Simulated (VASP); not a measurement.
Write the native input for VASP 6.6.1 that does the following.

```
Task                   : single point
Functional             : PBE
Potentials or basis    : VASP PAW PBE potentials, release 64 (Os, O)
Cutoff                 : 520 eV
k mesh                 : 11 × 11 × 11
Occupations            : fermi-dirac, width 0.05 eV
Spin                   : no spin polarisation
Further INCAR settings : ALGO = Normal; EDIFF = 1e-07; NBANDS = 21
```

The structure of OsO3 lies in POSCAR:

```
OsO3
1.0
   -1.6552477100      1.6552477100      3.3943491900
    1.6552477100     -1.6552477100      3.3943491900
    1.6552477100      1.6552477100     -3.3943491900
Os O
1 3
Direct
    0.0000000000      0.0000000000      0.0000000000
    0.7500000000      0.2500000000      0.5000000000
    0.2500000000      0.7500000000      0.5000000000
    0.5000000000      0.5000000000      0.0000000000
```

The cell was built by a generator and needn't be a form met in nature.

The input as run:

INCAR

```
SYSTEM = OsO3
PREC = Accurate
ENCUT = 520
EDIFF = 1E-7
ISMEAR = -1
SIGMA = 0.05
LREAL = .False.
LASPH = .True.
NELM = 100
ALGO = Normal
ISIF = 2
LWAVE = .False.
LCHARG = .True.
GGA = PE
LELF = .True.
LVHAR = .True.
NBANDS = 21
```

KPOINTS

```
Automatic mesh
0
Gamma
  11 11 11
  0 0 0
```

Potentials or basis: VASP PAW PBE potentials, release 64 (Os, O).

The run is started by

```sh
$ cat potpaw_PBE.64/Os/POTCAR potpaw_PBE.64/O/POTCAR > POTCAR
$ mpirun -np 1 vasp_std > vasp.out
```

It gave:

```json
{"Pressure": "-21.9 GPa", "Band gap on the k mesh": "none (metal or under the smearing width)"}
```

Caveat: so large a pressure means that the cell lies far from this level's equilibrium, or that cutoff or potentials fall short.

It took 56 s on 1 thread of Intel(R) Xeon(R) 6975P-C (Granite Rapids), on a shared host, peak memory 0.23 GiB.
